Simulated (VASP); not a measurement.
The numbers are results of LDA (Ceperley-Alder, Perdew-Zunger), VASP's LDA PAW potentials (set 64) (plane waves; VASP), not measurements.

The input files of a VASP run:

**INCAR**
```
SYSTEM = KMgH3
PREC = Accurate
ENCUT = 300
EDIFF = 1E-6
NELM = 100
ALGO = Normal
LREAL = .FALSE.
LASPH = .TRUE.
ISMEAR = 0
SIGMA = 0.272
LWAVE = .FALSE.
LCHARG = .FALSE.
ISIF = 2
```

**POSCAR**
```
KMgH3
1
    4.0250000000     0.0000000000     0.0000000000
    0.0000000000     4.0250000000     0.0000000000
    0.0000000000     0.0000000000     4.0250000000
H Mg K
3 1 1
Direct
  0.0000000000   0.5000000000   0.5000000000
  0.5000000000   0.0000000000   0.5000000000
  0.5000000000   0.5000000000   0.0000000000
  0.5000000000   0.5000000000   0.5000000000
  0.0000000000   0.0000000000   0.0000000000
```

### KPOINTS
```
Automatic mesh
0
Gamma
7 7 7
0 0 0
```

POTCAR, in this order: H Mg K_sv (LDA.64 set). Program: vasp_std.

Question: What will the output report for the number of irreducible k-points (NKPTS), largest plane-wave count, number of space-group operations, FFT grid (NGX, NGY, NGZ)?

Answer: 
| Item | Result |
|---|---|
| number of irreducible k-points (NKPTS) | 20 |
| largest plane-wave count | 780 |
| number of space-group operations | 48 |
| FFT grid (NGX, NGY, NGZ) | 24 × 24 × 24 |

The structure comes from a measured KMgH3 entry of the Crystallography Open Database, whose conditions weren't checked. The cell was not relaxed at this level.
